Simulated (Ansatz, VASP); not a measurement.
# Se (Selenium): VASP beside Ansatz

Aim: how closely do two programs agree when they are given the same cell, functional and k mesh? The two relaxations start from unlike cells of this crystal (the structure described is Ansatz's start), so only their ends are compared.

Program: Ansatz 0.2.0. Level of theory: plane waves, with VASP 6.6.1 beside it; relaxation of cell and atoms at r2SCAN. Results are calculated unless marked as measured.

## (1) Starting point

Symmetry: P3_121, No. 152, trigonal system. Conventional cell: a = 4.038 Å, b = 4.038 Å, c = 5.121 Å, α = 90.00°, β = 90.00°, γ = 120.00°. Se has 2 Se at 2.44 Å nearest.

## (2) VASP: relaxation of cell and atoms, r2SCAN

The relaxed volume is the usual yardstick between codes: in a stiff, nearly cubic crystal its relative difference is about their pressure difference at one cell divided by the bulk modulus.

Lines of VASP's logs that name or quote its potential files are left out, and so is its time.

File INCAR:

```
SYSTEM = Se
PREC = Accurate
ENCUT = 550
EDIFF = 1E-07
NELM = 120
ISMEAR = 0
SIGMA = 0.01
LREAL = .FALSE.
ALGO = Normal
METAGGA = R2SCAN
LASPH = .TRUE.
NBANDS = 15
LORBIT = 11
LWAVE = .FALSE.
LCHARG = .FALSE.
ISIF = 3
IBRION = 2
NSW = 80
EDIFFG = -0.005
GGA_COMPAT = .FALSE.
NELMIN = 4
EFERMI = MIDGAP
LMIXTAU = .TRUE.
KPAR = 2
```

File POSCAR:

```
Se
1.0
    4.4938167395      0.0000000681      0.0000000000
   -2.2469077544      3.8917593631      0.0000000000
    0.0000000000      0.0000000000      4.9926511695
Se
3
Direct
    0.2176626088      0.0000000001      0.3333332682
    0.9999998632      0.2176626443      0.6666665365
    0.7823371373      0.7823370697      0.0000000000
```

File KPOINTS:

```
Automatic mesh
0
Gamma
9 9 6
0 0 0
```

PAW data sets: Se (PBE family, release 64).

Run with:

```bash
$ mpirun -np 2 vasp_std
```

Numbers of over 12 decimals in the logs are rounded to 6 here.

What it wrote:

```text
[banner, memory and clock lines left out]
running    2 mpi-ranks, on    1 nodes
 distrk:  each k-point on    1 cores,    2 groups
 distr:  one band on    1 cores,    1 groups

 POSCAR found type information on POSCAR Se
 POSCAR found :  1 types and       3 ions
|                                                                             |
|               ----> ADVICE to this user running VASP <----                  |
|                                                                             |
|     You enforced a specific xc type in the INCAR file but a different       |
|     [... a line on the potential file left out ...]
|     I HOPE YOU KNOW WHAT YOU ARE DOING!                                     |
|                                                                             |

 LDA part: xc-table for (None), standard interpolation
 POSCAR, INCAR and KPOINTS ok, starting setup
 FFT: planning ... GRIDC
 FFT: planning ... GRID_SOFT
 FFT: planning ... GRID
 WAVECAR not read
 entering main loop
       N       E                     dE             d eps       ncg     rms          rms(c)
DAV:   1     0.547141171465E+02    0.54714E+02   -0.76140E+03  1860   0.106E+03
DAV:   2    -0.403006804869E+02   -0.95015E+02   -0.90039E+02  2510   0.166E+02
DAV:   3    -0.464489994344E+02   -0.61483E+01   -0.61212E+01  2154   0.489E+01
DAV:   4    -0.464958654001E+02   -0.46866E-01   -0.46851E-01  2497   0.506E+00
DAV:   5    -0.464962027354E+02   -0.33734E-03   -0.33733E-03  2301   0.430E-01    0.697E+00
DAV:   6    -0.438335164266E+02    0.26627E+01   -0.33771E-01  1874   0.497E+00    0.484E+00
DAV:   7    -0.413849786951E+02    0.24485E+01   -0.12367E+00  2133   0.690E+00    0.161E+00
DAV:   8    -0.425711605962E+02   -0.11862E+01   -0.31181E-01  2049   0.426E+00    0.571E-01
DAV:   9    -0.428040915323E+02   -0.23293E+00   -0.17748E-01  1860   0.339E+00    0.274E-01
DAV:  10    -0.429237156362E+02   -0.11962E+00   -0.10163E-01  1951   0.313E+00    0.132E-01
DAV:  11    -0.429248149669E+02   -0.10993E-02   -0.12629E-03  2665   0.351E-01    0.792E-02
DAV:  12    -0.429285381636E+02   -0.37232E-02   -0.19028E-03  1944   0.434E-01    0.240E-02
DAV:  13    -0.429283374184E+02    0.20075E-03   -0.38620E-04  2007   0.225E-01    0.178E-02
DAV:  14    -0.429285957872E+02   -0.25837E-03   -0.47795E-05  2168   0.749E-02    0.124E-02
DAV:  15    -0.429286766860E+02   -0.80899E-04   -0.30569E-05  2224   0.540E-02    0.627E-03
DAV:  16    -0.429287358847E+02   -0.59199E-04   -0.47029E-05  1944   0.785E-02    0.277E-03
DAV:  17    -0.429287413514E+02   -0.54667E-05   -0.18849E-06  2434   0.125E-02    0.235E-03
DAV:  18    -0.429287420265E+02   -0.67508E-06   -0.14420E-07  1805   0.393E-03    0.999E-04
DAV:  19    -0.429287428751E+02   -0.84863E-06   -0.53558E-07  1958   0.771E-03    0.589E-04
DAV:  20    -0.429287428862E+02   -0.11119E-07   -0.68390E-08  1462   0.264E-03
   1 F= -.42928743E+02 E0= -.42928743E+02  d E =-.429287E+02
 curvature:   0.00 expect dE= 0.000E+00 dE for cont linesearch  0.000E+00
 trial: gam= 0.00000 g(F)=  0.260E-05 g(S)=  0.162E-04 ort = 0.000E+00 (trialstep = 0.100E+01)
 search vector abs. value=  0.188E-04
 bond charge predicted
       N       E                     dE             d eps       ncg     rms          rms(c)
DAV:   1    -0.429287685977E+02   -0.25723E-04   -0.87620E-04  1874   0.169E-01    0.307E-02
DAV:   2    -0.429287535415E+02    0.15056E-04   -0.33490E-05  2434   0.372E-02    0.174E-02
DAV:   3    -0.429287446592E+02    0.88822E-05   -0.23397E-05  1979   0.279E-02    0.494E-03
DAV:   4    -0.429287458449E+02   -0.11856E-05   -0.76413E-07  2252   0.771E-03    0.383E-03
DAV:   5    -0.429287415513E+02    0.42936E-05   -0.79312E-07  1902   0.872E-03    0.642E-04
DAV:   6    -0.429287452797E+02   -0.37284E-05   -0.10203E-06  1888   0.989E-03    0.412E-04
DAV:   7    -0.429287448569E+02    0.42272E-06   -0.27305E-08  1301   0.153E-03    0.398E-04
DAV:   8    -0.429287449627E+02   -0.10572E-06   -0.31332E-09   972   0.569E-04    0.318E-04
DAV:   9    -0.429287442472E+02    0.71547E-06   -0.30952E-08  1217   0.192E-03    0.288E-04
DAV:  10    -0.429287445256E+02   -0.27839E-06   -0.49487E-09   993   0.628E-04    0.185E-04
DAV:  11    -0.429287445010E+02    0.24577E-07   -0.19198E-10   993   0.139E-04
   2 F= -.42928745E+02 E0= -.42928745E+02  d E =-.161479E-05
 trial-energy change:   -0.000002  1 .order   -0.000004   -0.000019    0.000011
 step:   0.5197(harm=  0.6211)  dis= 0.00011  next Energy=   -42.928747 (dE=-0.459E-05)
 bond charge predicted
       N       E                     dE             d eps       ncg     rms          rms(c)
DAV:   1    -0.429287515109E+02   -0.69853E-05   -0.20237E-04  1874   0.813E-02    0.147E-02
DAV:   2    -0.429287476902E+02    0.38206E-05   -0.77278E-06  2413   0.180E-02    0.832E-03
DAV:   3    -0.429287470146E+02    0.67561E-06   -0.53528E-06  1951   0.134E-02    0.237E-03
DAV:   4    -0.429287467740E+02    0.24060E-06   -0.16646E-07  1808   0.368E-03    0.180E-03
DAV:   5    -0.429287481678E+02   -0.13938E-05   -0.17807E-07  1371   0.396E-03    0.221E-04
DAV:   6    -0.429287470396E+02    0.11282E-05   -0.20636E-07  1386   0.416E-03    0.169E-04
DAV:   7    -0.429287472504E+02   -0.21087E-06   -0.10260E-08   944   0.853E-04    0.199E-04
DAV:   8    -0.429287472317E+02    0.18686E-07   -0.90098E-10   951   0.262E-04
   3 F= -.42928747E+02 E0= -.42928747E+02  d E =-.434552E-05
 curvature:  -0.29 expect dE=-0.114E-05 dE for cont linesearch -0.868E-07
 trial: gam= 0.08460 g(F)=  0.603E-06 g(S)=  0.336E-05 ort = 0.238E-05 (trialstep = 0.904E+00)
 search vector abs. value=  0.450E-05
 reached required accuracy - stopping structural energy minimisation
```

From OUTCAR (step 2):

```text
ion  position               nearest neighbor table
   1  0.218  0.000  0.333-   2 2.37   3 2.37
   2  1.000  0.218  0.667-   1 2.37   3 2.37
   3  0.782  0.782  0.000-   1 2.37   2 2.37

  LATTYP: Found a hexagonal cell.
 ALAT       =     4.4938167395
 C/A-ratio  =     1.1110046223

 Subroutine GETGRP returns: Found  6 space group operations
 (whereof  2 operations were pure point group operations)

The static configuration has the point symmetry C_2 .
 The point group associated with its full space group is D_3 .

 Found     62 irreducible k-points:

   k-points           NKPTS =     62   k-points in BZ     NKDIM =     62   number of bands    NBANDS=     15

   dimension x,y,z NGX =    36 NGY =   36 NGZ =   40
   dimension x,y,z NGXF=    72 NGYF=   72 NGZF=   80

   ENCUT  =  550.0 eV  40.42 Ry    6.36 a.u.   8.59  8.59  9.55*2*pi/ulx,y,z

   NELECT =      18.0000    total number of electrons

 k-points in reciprocal lattice and weights: Automatic mesh
   0.00000000  0.00000000  0.00000000       0.002
   0.11111111  0.00000000  0.00000000       0.012
   0.22222222  0.00000000  0.00000000       0.012
   0.33333333  0.00000000  0.00000000       0.012
   0.44444444  0.00000000  0.00000000       0.012
   0.11111111  0.11111111  0.00000000       0.012
   0.22222222  0.11111111  0.00000000       0.025
   0.33333333  0.11111111  0.00000000       0.025
   0.44444444  0.11111111  0.00000000       0.012
[...]
0.33333333  0.22222222  0.50000000       0.025
   0.33333333  0.33333333  0.50000000       0.004

 average (electrostatic) potential at core
       1 -61.2416       2 -61.2416       3 -61.2416

 E-fermi :   2.4280

 k-point     1 :       0.0000    0.0000    0.0000
  band No.  band energies     occupation
    ...
      5      -2.1968      2.00000
      6      -1.8829      2.00000
      7      -0.2849      2.00000
      8      -0.2849      2.00000
      9       1.3826      2.00000
     10       4.0215      0.00000
     11       4.0215      0.00000
     12       4.3527      0.00000
     13       8.2660      0.00000
     14       8.8037      0.00000
    ...

 k-point     2 :       0.1111    0.0000    0.0000
  band No.  band energies     occupation
    ...
      5      -2.3239      2.00000
      6      -1.7735      2.00000
      7      -0.2862      2.00000
      8      -0.1039      2.00000
      9       1.2997      2.00000
     10       3.9745      0.00000
     11       4.0190      0.00000
     12       4.4789      0.00000
     13       8.2706      0.00000
     14       8.7609      0.00000
    ...

 k-point     3 :       0.2222    0.0000    0.0000
  band No.  band energies     occupation
    ...
      5      -2.5618      2.00000
      6      -1.7192      2.00000
      7      -0.3107      2.00000
      8       0.0472      2.00000
      9       1.0838      2.00000
     10       4.0202      0.00000
     11       4.1059      0.00000
     12       4.8182      0.00000
     13       8.3930      0.00000
     14       8.4945      0.00000
    ...

  Total        0.0074636      0.0074636     -0.0098864      0.0000000      0.0000000      0.0000000
  in kB        0.1368924      0.1368924     -0.1813278      0.0000000      0.0000000      0.0000000
  external PRESSURE =       0.0308190 kB  Pullay stress =       0.0000000 kB

  energy-cutoff  :      550.00
  volume of cell :       87.35
      direct lattice vectors                 reciprocal lattice vectors
     4.494620530  0.000000068 -0.000000000     0.222488191  0.128453585 -0.000000000
    -2.247309649  3.892455466  0.000000000    -0.000000004  0.256907240 -0.000000000
     0.000000000  0.000000000  4.993046295     0.000000000 -0.000000000  0.200278536

 POSITION                                       TOTAL-FORCE (eV/Angst)
 -----------------------------------------------------------------------------------
      0.97842      0.00000      1.66435        -0.002042     -0.000000      0.000000
      4.00541      0.84733      3.32870         0.001021     -0.001768      0.000000
      1.75810      3.04512     -0.00000         0.001021      0.001768     -0.000000
 -----------------------------------------------------------------------------------
    total drift:                                0.000378      0.000408      0.000380

  FREE ENERGIE OF THE ION-ELECTRON SYSTEM (eV)
  ---------------------------------------------------
  free  energy   TOTEN  =       -42.9287472317 eV

  energy  without entropy=      -42.9287472317  energy(sigma->0) =      -42.92874723

 reached required accuracy - stopping structural energy minimisation

 total charge
# of ion       s       p       d       tot
------------------------------------------
    1        1.509   2.212   0.056   3.777
    2        1.509   2.212   0.056   3.777
    3        1.509   2.212   0.056   3.777
--------------------------------------------------
tot          4.527   6.636   0.169  11.332

[... 3 further parts left out ...]
```

## (3) Ansatz: relaxation of cell and atoms, r2SCAN

Ansatz runs on its PAW soft_1 files.

Its own start cell and the same functional and mesh now go to Ansatz, which takes its cutoff from its data sets.

File input.yaml:

```yaml
crystal:
  lattice:
    - [4.0382125353, 0.0, 0.0]
    - [-2.0191062676, 3.4971946414, 0.0]
    - [0.0, 0.0, 5.1206466092]
  atoms:
    - { symbol: Se, position: [0.2487351702, 0.0, 0.3333333333] }
    - { symbol: Se, position: [0.0, 0.2487351702, 0.6666666667] }
    - { symbol: Se, position: [0.7512648298, 0.7512648298, 0.0] }
kpoints:
  mp_grid: { grid: [9, 9, 6] }
hamiltonian:
  xc: r2scan
  pseudopotentials: { kind: paw, azcp: { folder: soft_1 } }
scf:
  occupations: { method: fixed }
output:
  forces: true
  stress: true
  eigenvalues: true
relax:
  adjacent_minimum: "off"
  f_tol: 0.001
  max_steps: 60
  cell: { stress_tol: 0.01 }
```

Run with:

```bash
$ ansatz run input.yaml --threads 8 --pin off --max-ram 16384MiB --backend cpu --events-out ev --progress --plain --runs-dir out
```

What it wrote:

```text
Engine: ansatz 0.2.0, aarch64-unknown-linux-gnu
Pseudopotentials: kind: paw
Pseudopotential: Se, paw, valence charge 16, recommended cutoff 500 eV (meta_gga), soft_1/Se.paw.azcp
Functional definition: r2SCAN
  parameter k0 = 0.174
  parameter k1 = 0.065
  parameter a1 = 4.9479
  exchange = r2scan_x(k0 = k0, k1 = k1, a1 = a1)
  correlation = r2scan_c
Crystal: 3 atoms, lattice volume = 72.316 Å³
Basis set: ecut = 500 eV, 1825 PW (Γ), exchange–correlation on 120×120×160 points (64 copies of the dense FFT grid, shifted against one another)
Bands: 29, of which v1, the nominal top of the filled ones, is band 24 counted from 1 (23 counted from 0)
Symmetry: 6 space group operations
Space group: P3121 (ITA 152), of the structure as read, at distance tolerance 4.2e-5 Å
k-points: 62 of 486 (time reversal used)
Non-local potential: Se, projectors of the file, l = 0: 2, l = 1: 2, l = 2: 3, l = 3: 1
PAW form: soft (Blöchl's): semilocal exchange-correlation on the pseudo side does not see the compensation charge
PAW frozen core: Se, regenerated for the run's functional (the file was generated under x = pbe(κ = 0.804, μ = 0.219515), c = pbe(β = 0.066725))
PAW one-centre angular grid: Se, 590 points (default); XC on 160 Gauss nodes
Initial density: superposition of atomic densities (chi_scale 0.1, normalization cell)
Initial wavefunctions: pseudopotential atomic-orbital guess
Functional: x = r2scan, c = r2scan; τ floored in thin density (d = 2e-4 eV/Å³)
iter 1 solved again at ethr=7.01e-4 eV; its pass at ethr=3.10e-3 eV (dr2=3.37e-1 eV) is discarded
SCF iter   1: F=—  HF=-16434.239612 eV  |F-HF|=—  |Δ(HF+E_count)|=         —  Δρ=2.77e-2  dr2=3.36e-1  dr2_τ=7.04e-3  ethr=7.01e-4  ⟨swp⟩=1.0  Hψ=8728  notcnv=0  defer=62
preconditioner: auto → Resta (q_TF=auto, 2.548 Å⁻¹)  ε∞=3.8  [insulator: Δε(μ)=0.753 eV  Ē_g=11.029 eV  n_scr=22 (ndim 8)  ℏωp=18.5 eV  f_vac=0.017  ε∞_Penn≈3.8]
SCF iter   2: F=—  HF=-16434.261709 eV  |F-HF|=—  |Δ(HF+E_count)|=   2.21e-2  Δρ=1.64e-2  dr2=1.18e-1  dr2_τ=7.68e-4  ethr=7.00e-4  ⟨swp⟩=2.0  Hψ=1863  notcnv=0  defer=183
SCF iter   3: F=—  HF=-16434.273148 eV  |F-HF|=—  |Δ(HF+E_count)|=   1.14e-2  Δρ=1.91e-3  dr2=1.98e-3  dr2_τ=5.84e-5  ethr=2.46e-4  ⟨swp⟩=2.0  Hψ=2341  notcnv=0  defer=182
SCF iter   4: F=—  HF=-16434.272676 eV  |F-HF|=—  |Δ(HF+E_count)|=   4.72e-4  Δρ=9.26e-4  dr2=3.71e-4  dr2_τ=9.96e-6  ethr=4.13e-6  ⟨swp⟩=2.0  Hψ=3350  notcnv=0  defer=184
SCF iter   5: F=—  HF=-16434.272879 eV  |F-HF|=—  |Δ(HF+E_count)|=   2.03e-4  Δρ=1.73e-4  dr2=1.99e-5  dr2_τ=4.02e-7  ethr=7.74e-7  ⟨swp⟩=3.0  Hψ=3345  notcnv=0  defer=184
SCF iter   6: F=—  HF=-16434.272899 eV  |F-HF|=—  |Δ(HF+E_count)|=   1.97e-5  Δρ=3.60e-5  dr2=8.72e-7  dr2_τ=1.47e-8  ethr=4.15e-8  ⟨swp⟩=2.0  Hψ=2302  notcnv=0  defer=62
SCF iter   7: F=-16434.272899 eV  HF=-16434.272899 eV  |F-HF|=1.83e-8  |Δ(HF+E_count)|=   7.76e-7  Δρ=6.94e-6  dr2=2.23e-8  dr2_τ=4.44e-10  ethr=2.08e-10  ⟨swp⟩=9.9  Hψ=8777  notcnv=0
SCF 1 converged in 7 iterations: F = -16434.272899 eV  dr2 = 2.23e-8
  greatest PAW one-centre occupation: 1.000 electrons in one spin orbital (limit 2), on the Se atom at site 1 (counted from 0), in its partial waves of l = 2
relax step   1: F+E_penalty+E_count = -16434.27289934 eV  Δ(F+E_penalty+E_count) = +0.000e0 eV  max|allowed force component| = 3.336e-1 eV/Å  Δτ_max = 0.0000 Å  P = +1.860 GPa  Ω = 72.316 Å³  (7 SCF iters, dr2 threshold 1.00e-7 eV, accepted)
[...]
relax step  11: F+E_penalty+E_count = -16434.42051928 eV  Δ(F+E_penalty+E_count) = +1.852e-6 eV  max|allowed force component| = 1.259e-3 eV/Å  Δτ_max = 0.0008 Å  P = +0.005 GPa  Ω = 87.766 Å³  energy of the carried Pulay correction = -7.796e-6 eV  (6 SCF iters, dr2 threshold 2.90e-10 eV, accepted)
[...]
relax step  12: F+E_penalty+E_count = -16434.42051967 eV  Δ(F+E_penalty+E_count) = -3.880e-7 eV  max|allowed force component| = 1.778e-4 eV/Å  Δτ_max = 0.0001 Å  P = -0.001 GPa  Ω = 87.762 Å³  energy of the carried Pulay correction = -7.579e-6 eV  (4 SCF iters, dr2 threshold 9.90e-11 eV, accepted)
[...]
relax step  13: F+E_penalty+E_count = -16434.42052716 eV  Δ(F+E_penalty+E_count) = -7.492e-6 eV  max|allowed force component| = 1.797e-4 eV/Å  Δτ_max = 0.0000 Å  P = -0.001 GPa  Ω = 87.762 Å³  stress off target by 1.22e-3 GPa  SCF on the basis re-selected at this cell (its energy is not comparable with the rows above)  (5 SCF iters)
basis re-selected at this cell: Δ(F+E_penalty+E_count) = -7.492e-6 eV, ΔP = +0.000 GPa vs the last step (what re-selecting the basis moved, of the pressure what is left beyond the Pulay correction that the steps carried, after the strain that the cell walked since its last selection, with what the two solves' SCF thresholds leave and, on support functions, any second-order correction that the steps lacked; it is no m [...]
SCF converged after 5 iterations
Free energy (F): -16434.420527 eV
Harris-Foulkes:  -16434.420527 eV  (|F-HF|=3.64e-12)
Internal energy: -16434.420527 eV  (E = F + TS)
E sigma→0 (E₀):  -16434.420527 eV
Fermi energy:    5.311985 eV
--- Per-component energies (eV) ---
  E_band       = -1326.148323
  E_kinetic    = 328.692732
  E_local      = -8720.448726  (includes V_loc(G=0)·N_el)
  E_nonlocal   = -1060.275658
  E_hartree    = 4501.247373
  E_xc         = -240.374149
  E_vxc        = -289.005983  (∫ρ·V_xc dr)
  E_paw        = -6426.326198  (= ΣΔE_a)
  E_vpaw       = -602.589384  (= ΣTr[D̂ρ^β])
  E_aug_tail   = -0.000013  (compensation charges beyond the density's cutoff)
  E_vtau       = 14.983974  (kinetic-family band-sum trace: ∫τ·v_τ [+ j·A + Jᵃ·Aᵃ] dr)
  E_ewald      = -4811.641608
  E_core_change = -5.294280  (= ΣΔE_core)
  E_smearing   = -0.000000  (= −TS)
  E_closure    = 0.000000  (closes the sum)
  Σ components = -16434.420527   (vs F -16434.420527, Δ=0.00e0)
--- Forces (eV/Å), atoms counted from 1 ---
  atom   1  Se    -0.00017969     0.00000000     0.00000000
  atom   2  Se     0.00008985    -0.00015562    -0.00000000
  atom   3  Se     0.00008985     0.00015562     0.00000000
  max |Σ_I F_I| component: 6.09e-18 eV/Å
--- Stress (GPa, compression-positive) ---
       -0.000655       0.000000      -0.000000
        0.000000      -0.000655       0.000000
       -0.000000       0.000000      -0.001218
  P = ⅓ Tr σ = -0.0008 GPa (-0.008 kbar)
--- Band table (eV; the first three rows and the last of 62) ---
  k-point 0: bands = [... 20 lower, 1.6683, 3.2562, 3.2562, 4.9285, 7.5936, 7.5936, 7.9141, 11.7958, ... 1 higher]
  k-point 1: bands = [... 20 lower, 1.7193, 3.3450, 3.5092, 4.7227, 7.3488, 7.4205, 7.6838, 12.4107, ... 1 higher]
  k-point 2: bands = [... 20 lower, 1.8210, 3.5930, 3.9873, 4.2769, 7.0308, 7.0545, 7.2636, 12.5430, ... 1 higher]
  k-point 61: bands = [... 20 lower, 0.5567, 4.3375, 5.0611, 5.0611, 6.6603, 8.4061, 8.4061, 12.3305, ... 1 higher]
--- Relaxed structure (11 steps of the walk, 10 accepted, 2 SCFs on fresh bases) ---
  F+E_penalty+E_count = -16434.42052716 eV   max|allowed force component| = 1.797e-4 eV/Å   (the final SCF, on the basis selected at the relaxed cell)
  cell:  # Å, volume = 87.7624 Å³
    - [4.506999, -3.2218798620873125e-11, 0]
    - [-2.253499, 3.903175, 0]
    - [0, 0, 4.988881]
  atoms:
    - { symbol: Se, position: [0.216874, -1.917156437051697e-19, 0.333333] }
    - { symbol: Se, position: [1.3877787807814457e-17, 0.216874, 0.666667] }
    - { symbol: Se, position: [0.783126, 0.783126, 0] }
```

## (4) Comparison

Known differences besides the potentials themselves: VASP keeps PBE cores, Ansatz makes them for the functional; fixed occupations in Ansatz, narrow Gaussian smearing in VASP; the data sets hold 48 valence electrons in Ansatz (on its PAW soft_1 files) and 18 in VASP; the cutoff is 500 eV in Ansatz and 550 eV in VASP; Ansatz adds a Pulay correction to the stress that steers its cell, VASP none. Total energies have different zeros and are not compared.

The two programs side by side:

| quantity | Ansatz | VASP | difference |
| --- | --- | --- | --- |
| volume (Å³) | 87.76 | 87.35 | +0.47 % |
| edge a after relaxation, in the typed setting (Å) | 4.507 | 4.495 | +0.28 % |
| edge c after relaxation, in the typed setting (Å) | 4.989 | 4.993 | -0.08 % |

## (5) Summary of results

| Quantity | Value |
| --- | --- |
| difference in volume (relaxation of cell and atoms, r2SCAN) | 0.47 % |

In words: The difference in volume is 0.47 % (relaxation of cell and atoms, r2SCAN), within the 1.2 % picked in this series as the mark of a large difference, as far as the stopping tolerances let one tell. The data sets hold unlike numbers of valence electrons (48 in Ansatz and 18 in VASP), so part of the differences comes from the potentials. How closely two codes agree says nothing of how well the functional describes the real material.

[Lines on the potential files, build, host, timing and source positions are cut from VASP's logs without a mark.]

[Logs are printed without paths, hosts, clocks, repeated set-up lines and the standing remarks that a program may print on its own settings, such as how far it seeks lower states.]

[Hosts, paths, dates, database ids (printed as entryN), source tags and the programs' standing remarks are cut or masked in the printed files.]
